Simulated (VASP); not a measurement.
```xyz
4
Lattice="1.5529 -2.6897 0.0000 1.5529 2.6897 0.0000 0.0000 0.0000 4.9733" Properties=species:S:1:pos:R:3 pbc="T T T"
Al     1.5529    -0.8966     2.4869
Al     1.5529     0.8966     0.0002
N      1.5529    -0.8966     4.3862
N      1.5529     0.8966     1.8996
```

These are PBE GGA with D4 dispersion, VASP's PBE PAW potentials (set 64) (plane waves; VASP) values and carry that method's errors. Numerical set-up: 520 eV cut-off, 9×9×5 Γ-centred mesh, tetrahedra with Blöchl corrections, potentials Al N.

The cores are frozen, which limits the accuracy of field gradients.

Give the principal components of the electric field gradient (V/Å²) and the asymmetry η at each nucleus.

```csv
atom,Vxx,Vyy,Vzz,η
Al1,-2.6,-2.6,5.1,0.00
Al2,-2.6,-2.6,5.1,0.00
N3,-0.1,-0.1,0.1,-
N4,-0.1,-0.1,0.1,-
```

The compound is AlN in the wurtzite structure. It was relaxed first.
